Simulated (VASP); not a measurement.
OSZICAR of a VASP run on SrAg3Pd2 (space group P6/mmm):

OSZICAR:
```
       N       E                     dE             d eps       ncg     rms          rms(c)
DAV:   1     0.294719822483E+03    0.29472E+03   -0.23077E+04  2072   0.106E+03
DAV:   2    -0.162370898666E+02   -0.31096E+03   -0.29569E+03  2248   0.283E+02
DAV:   3    -0.275226354310E+02   -0.11286E+02   -0.11038E+02  2658   0.511E+01
DAV:   4    -0.278198078802E+02   -0.29717E+00   -0.29646E+00  2888   0.694E+00
DAV:   5    -0.278236298973E+02   -0.38220E-02   -0.38217E-02  2519   0.754E-01    0.243E+01
DAV:   6    -0.257170295710E+02    0.21066E+01   -0.12977E+01  2262   0.375E+01    0.139E+01
DAV:   7    -0.255995384287E+02    0.11749E+00   -0.22974E+00  2221   0.140E+01    0.486E+00
DAV:   8    -0.255222599791E+02    0.77278E-01   -0.45374E-01  2333   0.616E+00    0.320E+00
DAV:   9    -0.255044698474E+02    0.17790E-01   -0.68914E-02  2558   0.213E+00    0.653E-01
DAV:  10    -0.255040351403E+02    0.43471E-03   -0.47062E-03  2421   0.491E-01    0.169E-01
DAV:  11    -0.255040350368E+02    0.10346E-06   -0.68543E-04  2570   0.178E-01    0.526E-02
DAV:  12    -0.255040206992E+02    0.14338E-04   -0.11653E-04  2371   0.966E-02    0.123E-02
DAV:  13    -0.255040232751E+02   -0.25759E-05   -0.10436E-05  2557   0.231E-02    0.548E-03
DAV:  14    -0.255040229251E+02    0.34996E-06   -0.18446E-06  1627   0.986E-03
   1 F= -.25504023E+02 E0= -.25481959E+02  d E =-.255040E+02
       N       E                     dE             d eps       ncg     rms          rms(c)
DAV:   1    -0.287851464529E+02   -0.32811E+01   -0.51459E+01  2107   0.511E+01    0.139E+01
DAV:   2    -0.258692025576E+02    0.29159E+01   -0.17436E+01  2222   0.277E+01    0.526E+00
DAV:   3    -0.255813218204E+02    0.28788E+00   -0.14139E+00  2239   0.103E+01    0.267E+00
DAV:   4    -0.255385423671E+02    0.42779E-01   -0.18304E-01  2519   0.381E+00    0.110E+00
DAV:   5    -0.255290489428E+02    0.94934E-02   -0.70073E-02  3559   0.101E+00    0.119E+00
DAV:   6    -0.255303113879E+02   -0.12624E-02   -0.21253E-03  2385   0.210E-01    0.917E-01
DAV:   7    -0.255330857111E+02   -0.27743E-02   -0.50945E-03  3237   0.264E-01    0.111E-01
DAV:   8    -0.255330966498E+02   -0.10939E-04   -0.22134E-04  2615   0.771E-02    0.462E-02
DAV:   9    -0.255331050597E+02   -0.84099E-05   -0.33166E-05  2988   0.193E-02    0.266E-02
DAV:  10    -0.255331065924E+02   -0.15328E-05   -0.19290E-06  1676   0.782E-03    0.436E-03
DAV:  11    -0.255331066624E+02   -0.69929E-07   -0.28058E-07  1146   0.294E-03
   2 F= -.25533107E+02 E0= -.25511830E+02  d E =-.290837E-01
       N       E                     dE             d eps       ncg     rms          rms(c)
DAV:   1    -0.259811871607E+02   -0.44808E+00   -0.71982E+00  2082   0.195E+01    0.463E+00
DAV:   2    -0.255864432070E+02    0.39474E+00   -0.19465E+00  2200   0.935E+00    0.176E+00
DAV:   3    -0.255590830701E+02    0.27360E-01   -0.16075E-01  2213   0.326E+00    0.120E+00
DAV:   4    -0.255525124750E+02    0.65706E-02   -0.23018E-02  2561   0.135E+00    0.649E-01
DAV:   5    -0.255509731084E+02    0.15394E-02   -0.81688E-03  3385   0.334E-01    0.501E-01
DAV:   6    -0.255513985562E+02   -0.42545E-03   -0.80174E-04  2860   0.170E-01    0.145E-01
DAV:   7    -0.255513630119E+02    0.35544E-04   -0.47866E-04  2996   0.158E-01    0.351E-02
DAV:   8    -0.255513640825E+02   -0.10706E-05   -0.32124E-05  2648   0.298E-02    0.208E-02
DAV:   9    -0.255513629226E+02    0.11600E-05   -0.44771E-06  2155   0.122E-02    0.277E-03
DAV:  10    -0.255513632585E+02   -0.33592E-06   -0.17701E-07  1161   0.299E-03
   3 F= -.25551363E+02 E0= -.25529775E+02  d E =-.473403E-01
       N       E                     dE             d eps       ncg     rms          rms(c)
DAV:   1    -0.255520146945E+02   -0.65177E-03   -0.25269E-02  2077   0.936E-01    0.151E-01
DAV:   2    -0.255516235287E+02    0.39117E-03   -0.88401E-04  2276   0.200E-01    0.681E-02
DAV:   3    -0.255515247300E+02    0.98799E-04   -0.24693E-04  2254   0.129E-01    0.404E-02
DAV:   4    -0.255514827650E+02    0.41965E-04   -0.76576E-05  2218   0.702E-02    0.132E-02
DAV:   5    -0.255514800412E+02    0.27238E-05   -0.10254E-05  2500   0.207E-02    0.874E-03
DAV:   6    -0.255514799575E+02    0.83688E-07   -0.44529E-07  1121   0.434E-03
   4 F= -.25551480E+02 E0= -.25529943E+02  d E =-.116699E-03
```

Task: Which electronic solver shows in the log?

Result: It is blocked Davidson (ALGO = Normal, or the opening steps of other solvers). The INCAR had ALGO = Normal.

Task: Can the final energy be trusted as converged?

Result: The run converged. It stopped with EDIFF = 1E-6, NELM = 100, NSW = 50 and EDIFFG = -0.01 after 4 ionic steps (PBEsol GGA, plane waves, VASP's PBE PAW potentials (set 64)). At this cut-off the stress carries a Pulay error, which pulls relaxed volumes low. Energy and stress use the plane-wave basis of the starting cell.

The structure comes from a computed database's SrAg3Pd2 entry (P6/mmm); how it stands against other phases isn't given here. This run relaxes it. Symmetry was kept, so distortions that lower it aren't found. The run is one of a series of settings (EDIFFG = -0.01, IBRION = 2, ISIF = 3, NSW = 50 against the base run), some of them coarse on purpose. The electron count is odd and the run is not spin-polarised, which forces a metal.
